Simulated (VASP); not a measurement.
All values below come from PBEsol GGA, VASP's PBE PAW potentials (set 64) (plane waves; VASP).

Input for VASP

### INCAR
```
# general
SYSTEM   =  Cd4S3Te
PREC     =  Accurate
ENCUT    =  400
LREAL    =  .FALSE.   # projection in real space or not
LASPH    =  .TRUE.   # aspherical one-centre terms

# electronic loop
EDIFF    =  1E-7   # SCF stop (eV)
NELM     =  100   # most electronic steps
ALGO     =  Normal   # blocked Davidson
LMAXMIX  =  4   # l cut-off of mixed one-centre charges

# smearing
ISMEAR   =  -5   # tetrahedra, Bloechl

# functional
GGA      =  PS   # PBEsol

# ions
ISIF     =  2

# output
LWAVE    =  .FALSE.
LCHARG   =  .TRUE.
LORBIT   =  11   # lm-projected
NEDOS    =  601

# other
LEFG     =  .TRUE.
```

KPOINTS:
```
Automatic mesh
0
Gamma
4 4 7
0 0 0
```

POSCAR:
```
Cd4S3Te
1
   -0.0023880383     5.9972604075     5.9750218889
    5.9972604075    -0.0023880383     5.9750218889
    2.9974361845     2.9974361845    -0.0000000000
Cd Te S
4 1 3
Direct
  0.9833552601   0.9833552601   0.0332894798
  0.9908118822   0.5243241915   0.9848639263
  0.5243241915   0.9908118822   0.9848639263
  0.5011123897   0.5011123897   0.9977752205
  0.1272190814   0.1272190814   0.2455618372
  0.1281076788   0.6212955422   0.2505967790
  0.6212955422   0.1281076788   0.2505967790
  0.6237739740   0.6237739740   0.2524520522
```

POTCAR, in this order: Cd Te S (PBE.64 set). Program: vasp_std.

Question: What will the output report for the number of irreducible k-points (NKPTS), number of bands (NBANDS), largest plane-wave count, number of space-group operations, FFT grid (NGX, NGY, NGZ)?

Answer: 
```
Quantity                                       Value
--------------------------------------  ------------
number of irreducible k-points (NKPTS)            37
number of bands (NBANDS)                          43
largest plane-wave count                        3922
number of space-group operations                   4
FFT grid (NGX, NGY, NGZ)                56 × 56 × 28
```

The structure was generated: Cd4S3Te was put into an ordered model structure (Amm2), which need not be its known phase. It was relaxed first.
